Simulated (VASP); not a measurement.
**MgI2: density of states with PBE+D3(BJ)**

MgI2:

```
Mg I
1.0
     4.12733    0.00000    0.00000
    -2.06366    3.57437    0.00000
     0.00000    0.00000    6.83663
Mg I
1 2
Direct
  0.00000 0.00000 0.00000
  0.33333 0.66667 0.24516
  0.66667 0.33333 0.75484
```

```yaml
Program: VASP 6.6.1
Task: density of states
Functional: PBE
Dispersion: D3(BJ)
Potentials_or_basis: VASP PAW PBE potentials, release 64 (Mg, I)
Cutoff: 520 eV
k_mesh: 6 × 6 × 4
Occupations: gaussian, width 0.02 eV
Spin: no spin polarisation
Dipole_correction: no
k_mesh_for_the_DOS: 9 × 9 × 6
Occupations_for_the_DOS: tetrahedron
Further_INCAR_settings: ALGO = Normal; EDIFF = 1e-06
```

The valence electrons inside the program's atomic spheres are Mg 0.28; I 4.35. The dispersion energy per atom is -0.315 eV.

Levels at points of the mesh, in eV from the valence-band top:
```tsv
k point	band 6	band 7	band 8	band 9	band 10	band 11
(0.00, 0.00, 0.00)	-0.05	-0.05	0.00	3.74	4.80	6.74
(0.00, 0.00, 0.50)	-0.33	-0.16	-0.16	4.73	4.90	6.55
```

States per cell in windows of 1 eV (zero at the valence-band top; states under -8 eV left out):
```csv
from (eV),total,I2_p,I3_p,Mg1_s,Mg1_p,I2_d,I3_d
-8.0,0.00,0.00,0.00,0.00,0.00,0.00,0.00
-7.0,0.00,0.00,0.00,0.00,0.00,0.00,0.00
-6.0,0.00,0.00,0.00,0.00,0.00,0.00,0.00
-5.0,0.00,0.00,0.00,0.00,0.00,0.00,0.00
-4.0,1.93,0.33,0.33,0.10,0.00,0.00,0.00
-3.0,2.26,0.46,0.46,0.01,0.04,0.00,0.00
-2.0,3.38,0.81,0.81,0.01,0.05,0.00,0.00
-1.0,4.37,1.21,1.21,0.00,0.02,0.00,0.00
0.0,0.00,0.00,0.00,0.00,0.00,0.00,0.00
1.0,0.00,0.00,0.00,0.00,0.00,0.00,0.00
2.0,0.00,0.00,0.00,0.00,0.00,0.00,0.00
3.0,0.43,0.02,0.02,0.08,0.00,0.01,0.01
4.0,1.57,0.12,0.12,0.27,0.01,0.04,0.04
5.0,1.95,0.05,0.05,0.01,0.08,0.08,0.08
6.0,3.33,0.12,0.12,0.02,0.18,0.18,0.18
7.0,0.73,0.03,0.03,0.00,0.05,0.04,0.04
```

It took 40 s on 1 thread of Intel(R) Xeon(R) Platinum 8559C (Emerald Rapids), on a shared host, peak memory 0.26 GiB.

 The run has no spin-orbit coupling, so splittings on I are missing.
